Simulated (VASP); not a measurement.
The system is Pt.

```
Pt
1.0
     0.00000    1.96090    1.96090
     1.96090    0.00000    1.96090
     1.96090    1.96090    0.00000
Pt
1
Direct
  0.00000 0.00000 0.00000
```

- Program: VASP 6.6.1
- Task: relaxation of cell and atoms
- Functional: LDA
- Potentials or basis: VASP PAW LDA potentials, release 64 (Pt)
- Cutoff: 520 eV
- k mesh: 18 × 18 × 18
- Occupations: gaussian, width 0.1 eV
- Spin: no spin polarisation

At the start: pressure -5.6 GPa; volume 15.08 Å³/atom.

Task: How do energy, volume and symmetry change on relaxing?

Result: Over 4 steps the energy falls by 5.0 meV/atom and the volume is 14.80 Å³/atom (-1.9 %); space group Fm-3m (No. 225, to 0.05 Å).

The path:
```tsv
step	energy change (eV)	largest force (eV/Å)	pressure (GPa)	volume (Å³)
1	0.0000	0.0000	-5.56	15.08
2	0.0452	0.0000	20.64	13.97
3	-0.0050	0.0000	-0.14	14.80
4	-0.0050	0.0000	-0.02	14.80
```

Final structure:
```
Pt
1.0
     0.00000    1.94849    1.94849
     1.94849    0.00000    1.94849
     1.94849    1.94849    0.00000
Pt
1
Direct
  0.00000 0.00000 0.00000
```
